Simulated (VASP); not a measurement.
**Cutoff convergence: ZrC**

System: ZrC (rock salt type, first atom moved by 0.06 Å along [111]), 2 atoms in the cell.

```xyz
2
Lattice="0.0000 2.3550 2.3550 2.3550 0.0000 2.3550 2.3550 2.3550 0.0000" Properties=species:S:1:pos:R:3 pbc="T T T"
Zr    0.0346    0.0346    0.0346
C     2.3550    2.3550    2.3550
```

The calculation used HSE06, plane waves, standard recommended PAW potentials in VASP 6.6.1.

Orbitals from an earlier step on the same cell; potentials Zr_sv C; PREC = Accurate; HFSCREEN = 0.208; HFRCUT = 0; PRECFOCK = Normal; k-mesh 4×4×4 Γ-centred; Fermi–Dirac smearing of 0.1 eV; no spin polarisation.

At 680 eV the pressure at a fixed basis is -2.62 GPa. Another run of the series gave -2.54 GPa at a fixed basis and an energy +1.3 meV/atom from the top run.

Question: Which cutoff did it use?
A. 460 eV
B. 520 eV

Answer: B. The series:

```tsv
cutoff (eV)	E − E(top) (meV/atom)	pressure at fixed basis (GPa)	rms force change (meV/Å)
460	0.2	-2.57	0.3
520	1.3	-2.54	0.5
680	0.0	-2.62	0.0
```

The k-mesh is coarse, so these values belong to this mesh and can lie far from the converged ones. Potentials made with PBE were used with another functional.
